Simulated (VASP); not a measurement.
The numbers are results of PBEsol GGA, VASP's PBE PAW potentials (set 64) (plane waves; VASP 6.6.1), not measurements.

The input files of a VASP run:

KPOINTS:
```
kpoints
0
gamma
  8 8 8
0.5 0.5 0.5
```

### INCAR
```
SYSTEM = Ca
PREC = Accurate
ENCUT = 300
EDIFF = 1E-6
NELM = 100
ALGO = Normal
LREAL = .FALSE.
LASPH = .TRUE.
ISMEAR = -1
SIGMA = 0.136
GGA = PS
LWAVE = .FALSE.
LCHARG = .FALSE.
ISIF = 2
```

File POSCAR:
```
Ca
3.9828410
  0.0000000000   0.7071068114   0.7071068114
  0.7071068114   0.0000000000   0.7071068114
  0.7071068114   0.7071068114   0.0000000000
Ca
1
direct
  0.0000000000   0.0000000000   0.0000000000
```

POTCAR, in this order: Ca_sv (PBE.64 set). Program: vasp_std.

**Question.** What will the output report for the number of irreducible k-points (NKPTS), largest plane-wave count, number of space-group operations, FFT grid (NGX, NGY, NGZ)?

**Answer.** 
* **number of irreducible k-points (NKPTS)**: 60
* **largest plane-wave count**: 537
* **number of space-group operations**: 48
* **FFT grid (NGX, NGY, NGZ)**: 24 × 24 × 24

The structure comes from a computed database's Ca entry; how it stands against other phases isn't given here. The cell was not relaxed at this level.
